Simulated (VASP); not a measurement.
OSZICAR of a VASP run on BPt (space group P6/mmm):

**OSZICAR**
```
       N       E                     dE             d eps       ncg     rms          rms(c)
DAV:   1     0.160129195567E+03    0.16013E+03   -0.15562E+04  1104   0.124E+03
DAV:   2    -0.205705469130E+02   -0.18070E+03   -0.17298E+03  1276   0.249E+02
DAV:   3    -0.330700712448E+02   -0.12500E+02   -0.12011E+02  1664   0.509E+01
DAV:   4    -0.335489386858E+02   -0.47887E+00   -0.47114E+00  1560   0.977E+00
DAV:   5    -0.335689256771E+02   -0.19987E-01   -0.19748E-01  1596   0.179E+00    0.185E+01
DAV:   6    -0.323803703498E+02    0.11886E+01   -0.16817E+01  1476   0.253E+01    0.121E+01
DAV:   7    -0.318886750129E+02    0.49170E+00   -0.27436E+00  1430   0.102E+01    0.673E+00
DAV:   8    -0.318502745851E+02    0.38400E-01   -0.43100E-01  1424   0.327E+00    0.265E+00
DAV:   9    -0.318360085732E+02    0.14266E-01   -0.32563E-02  1466   0.127E+00    0.660E-01
DAV:  10    -0.318330085567E+02    0.30000E-02   -0.13681E-02  1466   0.590E-01    0.370E-01
DAV:  11    -0.318327481228E+02    0.26043E-03   -0.29989E-03  1262   0.305E-01    0.737E-02
DAV:  12    -0.318328110547E+02   -0.62932E-04   -0.42359E-04  1712   0.932E-02    0.307E-02
DAV:  13    -0.318328660461E+02   -0.54991E-04   -0.45956E-05  1238   0.361E-02    0.148E-02
DAV:  14    -0.318328819517E+02   -0.15906E-04   -0.34150E-05  1408   0.294E-02    0.567E-03
DAV:  15    -0.318328830720E+02   -0.11203E-05   -0.36701E-06  1184   0.909E-03    0.213E-03
DAV:  16    -0.318328836236E+02   -0.55162E-06   -0.66336E-07   762   0.430E-03
   1 F= -.31832884E+02 E0= -.31819794E+02  d E =-.261801E-01  mag=    -0.0000    -0.0000    -0.0000
```

Which electronic solver shows in the log?

It is blocked Davidson (ALGO = Normal, or the opening steps of other solvers). The INCAR had ALGO = Normal.

How was spin treated?

With non-collinear spinors: mag has three components.

Can the final energy be trusted as converged?

The calculation finished and met its thresholds. It stopped with EDIFF = 1E-6, NELM = 100 (PBE GGA with spin-orbit coupling, plane waves, VASP's PBE PAW potentials (set 64)).

The structure was generated: BPt was put into an ordered model structure, which need not be its known phase. The cell was not relaxed at this level. The k-mesh is coarse (spacing up to 0.36 per Å, 2π included), so the numbers may not be converged in it. The run is one of a series of settings (GGA_COMPAT = .FALSE., LNONCOLLINEAR = .TRUE., LSORBIT = .TRUE., MAGMOM = 0.0 0.0 0.0 0.0 0.0 0.0 0.0 0.0 0.0 0.0 0.0 0.0 0.0 0.0 0.0 0.0 0.0 0.0, program vasp_ncl against the base run), some of them coarse on purpose. VASP warned that the highest band is occupied, so more bands are needed.
